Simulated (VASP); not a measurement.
# GaGe (F-43m) in VASP: single point with LDA

Aim: the single point of GaGe with LDA.

All numbers are computed with VASP 6.6.1; they aren't measurements. Logs are shortened: lines on timing, memory, paths and dates and some standing lists are left out, and cuts for length are marked.

## 1. Starting point

The structure is cubic, space group F-43m (No. 216). Conventional cell: a = 5.796 Å, b = 5.796 Å, c = 5.796 Å, α = 90.00°, β = 90.00°, γ = 90.00°. Ga (site symmetry -43m) is surrounded by 4 Ge at 2.51 Å. Ge (site symmetry -43m) is surrounded by 4 Ga at 2.51 Å.

The cell comes from a database or a generator and needn't be the stable form of this composition.

## 2. Single point, LDA

Input file INCAR:

```
PREC = Accurate
ENCUT = 520
EDIFF = 1E-6
ISMEAR = 0
SIGMA = 0.1
LREAL = F
LASPH = T
NELM = 100
ALGO = Fast
ISIF = 2
LWAVE = F
LCHARG = F
GGA = CA
NBANDS = 20
```

Input file KPOINTS:

```
Automatic mesh
0
Gamma
  6 6 6
```

Input file POSCAR:

```
GaGe
1.0
    0.0000000000      2.8978440000      2.8978440000
    2.8978440000      0.0000000000      2.8978440000
    2.8978440000      2.8978440000      0.0000000000
Ga Ge
1 1
Direct
    0.7500000000      0.7500000000      0.7500000000
    0.0000000000      0.0000000000      0.0000000000
```

Potentials or basis: VASP PAW LDA potentials, release 64 (Ga_d, Ge_d).

Command:

```console
> cat potpaw_LDA.64/Ga_d/POTCAR potpaw_LDA.64/Ge_d/POTCAR > POTCAR
> mpirun -np 1 vasp_std > vasp.out
```

OUTCAR:

```text
PREC = Accurate
   ENCUT = 520
   EDIFF = 1E-6
   ISMEAR = 0
   LREAL = F
   LASPH = T
   NELM = 100
   ISIF = 2
   GGA = CA

 ion  position               nearest neighbor table
   1  0.750  0.750  0.750-   2 2.51   2 2.51   2 2.51   2 2.51
   2  0.000  0.000  0.000-   1 2.51   1 2.51   1 2.51   1 2.51

  LATTYP: Found a face centered cubic cell.
 ALAT       =     5.7956880000

  Lattice vectors:

 A1 = (   0.0000000000,   2.8978440000,   2.8978440000)
 A2 = (   2.8978440000,   0.0000000000,   2.8978440000)
 A3 = (   2.8978440000,   2.8978440000,   0.0000000000)

Analysis of symmetry for initial positions (statically):
=====================================================================
 Subroutine PRICEL returns:
 Original cell was already a primitive cell.

 Routine SETGRP: Setting up the symmetry group for a
 face centered cubic supercell.

 Subroutine GETGRP returns: Found 24 space group operations
 (whereof 24 operations were pure point group operations)
 out of a pool of 48 trial point group operations.

The static configuration has the point symmetry T_d .

Analysis of symmetry for dynamics (positions and initial velocities):
=====================================================================
 Subroutine PRICEL returns:
 Original cell was already a primitive cell.

 Routine SETGRP: Setting up the symmetry group for a
 face centered cubic supercell.

 Subroutine GETGRP returns: Found 24 space group operations
 (whereof 24 operations were pure point group operations)
 out of a pool of 48 trial point group operations.

The dynamic configuration has the point symmetry T_d .

 Subroutine INISYM returns: Found 24 space group operations
 (whereof 24 operations are pure point group operations),
 and found     1 'primitive' translations

----------------------------------------------------------------------------------------

                                     Primitive cell

  volume of cell :      48.6693

  direct lattice vectors                    reciprocal lattice vectors
     0.000000000  2.897844000  2.897844000    -0.172542069  0.172542069  0.172542069
     2.897844000  0.000000000  2.897844000     0.172542069 -0.172542069  0.172542069
     2.897844000  2.897844000  0.000000000     0.172542069  0.172542069 -0.172542069

  length of vectors
     4.098170286  4.098170286  4.098170286     0.298851630  0.298851630  0.298851630

  position of ions in fractional coordinates (direct lattice)
     0.750000000  0.750000000  0.750000000
     0.000000000  0.000000000  0.000000000

  ion indices of the primitive-cell ions
   primitive index   ion index
                 1           1
                 2           2

----------------------------------------------------------------------------------------

 KPOINTS: Automatic mesh

Automatic generation of k-mesh.
 Grid dimensions read from file:
 generate k-points for:    6    6    6

 Generating k-lattice:

  Cartesian coordinates                     Fractional coordinates (reciprocal lattice)
    -0.028757012  0.028757012  0.028757012     0.166666667  0.000000000  0.000000000
     0.028757012 -0.028757012  0.028757012     0.000000000  0.166666667  0.000000000
     0.028757012  0.028757012 -0.028757012     0.000000000  0.000000000  0.166666667

  Length of vectors
     0.049808605  0.049808605  0.049808605

  Shift w.r.t. Gamma in fractional coordinates (k-lattice)
     0.000000000  0.000000000  0.000000000

 Subroutine IBZKPT returns following result:
 ===========================================

 Found     16 irreducible k-points:

 Following reciprocal coordinates:
            Coordinates               Weight
  0.000000  0.000000  0.000000      1.000000
  0.166667  0.000000  0.000000      8.000000
  0.333333  0.000000  0.000000      8.000000
  0.500000  0.000000  0.000000      4.000000
  0.166667  0.166667  0.000000      6.000000
  0.333333  0.166667  0.000000     24.000000
[... 8 lines left out ...]
 -0.333333  0.333333  0.166667     24.000000
 -0.333333  0.500000  0.166667     12.000000
   k-points           NKPTS =     16   k-points in BZ     NKDIM =     16   number of bands    NBANDS=     20
   number of dos      NEDOS =    301   number of ions     NIONS =      2
   total plane-waves  NPLWV =  27000
   dimension x,y,z NGX =    30 NGY =   30 NGZ =   30
   dimension x,y,z NGXF=    60 NGYF=   60 NGZF=   60
   ions per type =               1   1
   NGX,Y,Z   is equivalent  to a cutoff of  12.17, 12.17, 12.17 a.u.
   NGXF,Y,Z  is equivalent  to a cutoff of  24.34, 24.34, 24.34 a.u.
 SYSTEM =  unknown system
   PREC   = accura    normal or accurate (medium, high low for compatibility)
   ISTART =      0    job   : 0-new  1-cont  2-samecut
   ICHARG =      2    charge: 1-file 2-atom 10-const
   ISPIN  =      1    spin polarized calculation?
   LNONCOLLINEAR =      F non collinear calculations
   LSORBIT =      F    spin-orbit coupling
   LASPH  =      T    aspherical Exc in radial PAW
   ENCUT  =  520.0 eV  38.22 Ry    6.18 a.u.   7.62  7.62  7.62*2*pi/ulx,y,z
   NELM   =    100;   NELMIN=  2; NELMDL= -5     # of ELM steps
   EDIFF  = 0.1E-05   stopping-criterion for ELM
   LREAL  =      F    real-space projection
   EDIFFG = 0.1E-04   stopping-criterion for IOM
   NSW    =      0    number of steps for IOM
   IBRION =     -1    ionic relax: 0-MD 1-quasi-New 2-CG
   NFREE  =      0    steps in history (QN), initial steepest desc. (CG)
   ISIF   =      2    stress and relaxation
   ISYM   =      2    0-nonsym 1-usesym 2-fastsym
   POTIM  = 0.5000    time-step for ionic-motion
   TEBEG  =    0.0;   TEEND  =   0.0 temperature during run
   PSTRESS=    0.0 pullay stress
   NELECT =      27.0000    total number of electrons
   NUPDOWN=      -1.0000    fix difference up-down
   EMIN   =  10.00;   EMAX   =-10.00  energy-range for DOS
   EFERMI =   0.00;   METHOD = LEGACY
   ISMEAR =     0;   SIGMA  =   0.10  broadening in eV -4-tet -1-fermi 0-gaus
   EFERMI_NEDOS =   21; number of points for ismear=-14 and -15
   IALGO  =     68    algorithm
   IMIX   =      4    mixing-type and parameters
     AMIX     =   0.40;   BMIX     =  1.00
     AMIX_MAG =   1.60;   BMIX_MAG =  1.00
  volume/ion in A,a.u.               =      24.33       164.22
  Fermi-wavevector in a.u.,A,eV,Ry     =   1.345172  2.542006 24.619567  1.809487
  Thomas-Fermi vector in A             =   2.473106
   LORBIT       =      0    0 simple, 1 ext, 2 COOP (PROOUT), +10 PAW based schemes
   GGA     = CA    functional components
   LHFCALC =     F    Hartree Fock is set to
   AEXX    =    0.0000 exact exchange contribution
   IVDW    =     0    specifies the selected vdW correction
   LEPSILON=     F    determine dielectric tensor
   LRPA    =     F    only Hartree local field effects (RPA)
 non-spin polarized calculation
 RMM-DIIS sequential band-by-band and
 Gauss-broadening in eV      SIGMA  =   0.10
  energy-cutoff  :      520.00
  volume of cell :       48.67
 maximum number of plane-waves:      1363
   NGX = 15   NGY = 15   NGZ = 15

 number of electron      26.9999991 magnetization

 Free energy of the ion-electron system (eV)
  ---------------------------------------------------
  ext. energy  EPLUGINS =         0.00000000
  ---------------------------------------------------
  free energy    TOTEN  =        -8.41465553 eV

  energy without entropy =       -8.40399604  energy(sigma->0) =       -8.40932579

 E-fermi :   2.6917     XC(G=0):  -9.8953

 val. band max:        2.6320757917   @ k =   0.5000   0.1667   0.0000
 cond. band min:       2.6932897642   @ k =   0.3333   0.1667   0.0000
 fundamental gap:      0.0612139725
 Fermi energy:         2.6917197879

 k-point     1 :       0.0000    0.0000    0.0000
  band No.  band energies     occupation
      1     -21.2627      2.00000
      2     -21.2627      2.00000
      3     -21.2627      2.00000
      4     -21.2429      2.00000
      5     -21.2429      2.00000
      6     -11.6492      2.00000
[... 12 lines left out ...]
     19      10.3693      0.00000
     20      13.6293      0.00000

 k-point     2 :       0.1667    0.0000    0.0000
  band No.  band energies     occupation
      1     -21.2626      2.00000
      2     -21.2620      2.00000
      3     -21.2620      2.00000
      4     -21.2427      2.00000
      5     -21.2427      2.00000
      6     -11.6557      2.00000
[... 12 lines left out ...]
     19      11.7816      0.00000
     20      12.3977      0.00000

 k-point     3 :       0.3333    0.0000    0.0000
  band No.  band energies     occupation
      1     -21.2626      2.00000
      2     -21.2608      2.00000
      3     -21.2608      2.00000
      4     -21.2423      2.00000
      5     -21.2423      2.00000
      6     -11.6690      2.00000
[... 12 lines left out ...]
     19      11.7616      0.00000
     20      13.0243      0.00000

 k-point     4 :       0.5000    0.0000    0.0000
  band No.  band energies     occupation
      1     -21.2625      2.00000
      2     -21.2602      2.00000
      3     -21.2602      2.00000
      4     -21.2420      2.00000
      5     -21.2420      2.00000
      6     -11.6756      2.00000
[... 12 lines left out ...]
     19      14.1087      0.00000
     20      15.1599      0.00000

 k-point     5 :       0.1667    0.1667    0.0000
  band No.  band energies     occupation
      1     -21.2635      2.00000
      2     -21.2613      2.00000
      3     -21.2613      2.00000
      4     -21.2433      2.00000
      5     -21.2421      2.00000
      6     -11.6624      2.00000
[... 12 lines left out ...]
     19      10.8734      0.00000
     20      12.4116      0.00000
[... 169 lines left out ...]
      6     -11.6972      2.00000
[... 12 lines left out ...]
     19      14.9147      0.00000
     20      16.1663      0.00000

 k-point    14 :       0.5000    0.3333    0.1667
  band No.  band energies     occupation
      1     -21.2634      2.00000
      2     -21.2600      2.00000
      3     -21.2587      2.00000
      4     -21.2434      2.00000
      5     -21.2410      2.00000
      6     -11.6809      2.00000
[... 12 lines left out ...]
     19      13.1294      0.00000
     20      14.1474      0.00000

 k-point    15 :      -0.3333    0.3333    0.1667
  band No.  band energies     occupation
      1     -21.2623      2.00000
      2     -21.2608      2.00000
      3     -21.2581      2.00000
      4     -21.2431      2.00000
      5     -21.2411      2.00000
      6     -11.6830      2.00000
[... 12 lines left out ...]
     19      12.1849      0.00000
     20      15.8041      0.00000

 k-point    16 :      -0.3333    0.5000    0.1667
  band No.  band energies     occupation
      1     -21.2639      2.00000
      2     -21.2594      2.00000
      3     -21.2572      2.00000
      4     -21.2439      2.00000
      5     -21.2404      2.00000
      6     -11.6892      2.00000
[... 12 lines left out ...]
     19      14.7694      0.00000
     20      15.4614      0.00000

------------------------ aborting loop because EDIFF is reached ----------------------------------------

  FORCE on cell =-STRESS in cart. coord.  units (eV):
  Direction    XX          YY          ZZ          XY          YZ          ZX
  --------------------------------------------------------------------------------------
  -------------------------------------------------------------------------------------
  Total       -1.2667764     -1.2667764     -1.2667764      0.0000000      0.0000000      0.0000000
  in kB      -41.7018722    -41.7018722    -41.7018722      0.0000000      0.0000000      0.0000000
  external PRESSURE =     -41.7018722 kB  Pullay stress =       0.0000000 kB

 VOLUME and BASIS-vectors are now :
 -----------------------------------------------------------------------------
  energy-cutoff  :      520.00
  volume of cell :       48.67
      direct lattice vectors                 reciprocal lattice vectors
     0.000000000  2.897844000  2.897844000    -0.172542069  0.172542069  0.172542069
     2.897844000  0.000000000  2.897844000     0.172542069 -0.172542069  0.172542069
     2.897844000  2.897844000  0.000000000     0.172542069  0.172542069 -0.172542069

 POSITION                                       TOTAL-FORCE (eV/Angst)
 -----------------------------------------------------------------------------------
      4.34677      4.34677      4.34677        -0.000000     -0.000000     -0.000000
      0.00000      0.00000      0.00000         0.000000      0.000000      0.000000
 -----------------------------------------------------------------------------------
    total drift:                               -0.000001     -0.000001     -0.000001

  FREE ENERGIE OF THE ION-ELECTRON SYSTEM (eV)
  ---------------------------------------------------
  free  energy   TOTEN  =        -8.4146555298 eV

  energy  without entropy=       -8.4039960445  energy(sigma->0) =       -8.40932579
```

Run time: 30 s. Hardware: 1 thread of AMD EPYC, shared host; peak memory 0.12 GiB.

Results:

```
Free energy            : -8.4147 eV
Pressure               : -4.2 GPa
Band gap on the k mesh : none (metal or under the smearing width)
```
